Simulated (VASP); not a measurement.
Energy against volume of BaTiO3 (cubic perovskite). All values below come from AM05 GGA, VASP's PBE PAW potentials (set 64) (plane waves; VASP 6.6.1).

```json
[
 {"V (Å³/atom)": "11.926", "E (eV/atom)": "-8.12328"},
 {"V (Å³/atom)": "12.307", "E (eV/atom)": "-8.14537"},
 {"V (Å³/atom)": "12.687", "E (eV/atom)": "-8.15278"},
 {"V (Å³/atom)": "13.068", "E (eV/atom)": "-8.14770"},
 {"V (Å³/atom)": "13.448", "E (eV/atom)": "-8.13216"}
]
```

Problem. Fit a third-order Birch-Murnaghan equation of state.

Solution. 
```json
{
  "volume_per_atom": "12.71 Å^3/atom",
  "bulk_modulus": "172 GPa",
  "pressure_derivative_of_the_bulk_modulus": "4.61",
  "lattice_constant_a": "399.1 pm"
}
```

Measured: bulk modulus 162 GPa (computed value off by +6.4 %), as given by Yu-ichiro Matsushita et al., Physical Review B (2011), arXiv:1104.2769; a 4.001 Å (computed value off by -0.2 %), as given by Yubo Zhang et al., Physical Review B (2017), arXiv:1702.04817. The calculation is for a static lattice, while the measured bulk modulus, a hold thermal and zero-point effects, which are part of the difference.

The compound is BaTiO3 in the cubic perovskite structure, the ideal cubic form; the compound distorts at low or room temperature. It was relaxed first.
